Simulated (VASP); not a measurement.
OSZICAR of a VASP run on Lu (hcp):

**OSZICAR**
```
       N       E                     dE             d eps       ncg     rms          rms(c)
DAV:   1     0.414107651078E+02    0.41411E+02   -0.84934E+03 11403   0.145E+03
DAV:   2    -0.753144526213E+01   -0.48942E+02   -0.47658E+02 10675   0.702E+02
DAV:   3    -0.964977138898E+01   -0.21183E+01   -0.20032E+01 10996   0.630E+01
DAV:   4    -0.974548447212E+01   -0.95713E-01   -0.91274E-01 11361   0.904E+00
DAV:   5    -0.974983021119E+01   -0.43457E-02   -0.43096E-02 10630   0.195E+00    0.261E+01
DAV:   6    -0.973814330709E+01    0.11687E-01   -0.33688E-02 10589   0.415E+00    0.155E+01
DAV:   7    -0.974471536983E+01   -0.65721E-02   -0.60886E-02 10172   0.555E+00    0.383E-01
DAV:   8    -0.974446390156E+01    0.25147E-03   -0.40202E-03 10450   0.907E-01    0.923E-02
DAV:   9    -0.974446459290E+01   -0.69134E-06   -0.18655E-04 10749   0.215E-01    0.273E-02
DAV:  10    -0.974446130841E+01    0.32845E-05   -0.16354E-05 10778   0.612E-02    0.279E-02
DAV:  11    -0.974446146587E+01   -0.15746E-06   -0.96083E-07 10500   0.147E-02    0.405E-03
DAV:  12    -0.974446156043E+01   -0.94558E-07   -0.72877E-08  6001   0.605E-03
   1 F= -.97444616E+01 E0= -.97451596E+01  d E =0.209407E-02
```

Problem. Which electronic solver shows in the log?

Solution. It is blocked Davidson (ALGO = Normal, or the opening steps of other solvers). The INCAR had ALGO = Normal.

Problem. Can the final energy be trusted as converged?

Solution. Self-consistency was reached. It stopped with EDIFF = 1E-7, NELM = 100 (PBEsol GGA, plane waves, VASP's PBE PAW potentials (set 64)).

The compound is Lu in the hcp structure. This cell was strained or had an atom moved on purpose.
